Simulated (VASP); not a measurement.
```xyz
2
Lattice="0.0000 2.7846 2.7846 2.7846 0.0000 2.7846 2.7846 2.7846 0.0000" Properties=species:S:1:pos:R:3 pbc="T T T"
Mg     0.0000     0.0000     0.0000
Se     2.7846     2.7846     2.7846
```

The base run (VASP): PBE GGA, plane waves, VASP's PBE PAW potentials (set 64). Settings: 400 eV cut-off, 7×7×7 Γ-centred mesh, Gaussian smearing of 0.050 eV, potentials Mg Se.

One setting is varied; ΔE counts from the base run. The base run took about 4 core-seconds. The timings are rough (shared machines, no repeats); factors under 2 mean little.

```
setting                              cost over the base run  electronic steps  ΔE (meV/atom)
-----------------------------------  ----------------------  ----------------  -------------
AMIX = 1.0, BMIX = 0.0001, IMIX = 4    within a factor of 2                12            0.0
base run                                          reference                12            0.0
AMIX = 0.1, BMIX = 3.0, IMIX = 4       within a factor of 2                13            0.0
AMIX = 0.1, BMIX = 0.0001, IMIX = 4    within a factor of 2                13            0.0
AMIX = 0.2, BMIX = 0.0001, IMIX = 1    within a factor of 2                29            0.0
AMIX = 0.1, BMIX = 1.0, IMIX = 1              about 3 times                40            0.0
```

Left out are runs that failed, have no time on record or changed the cell.

The compound is MgSe in the rock salt structure. The cell was not relaxed at this level.
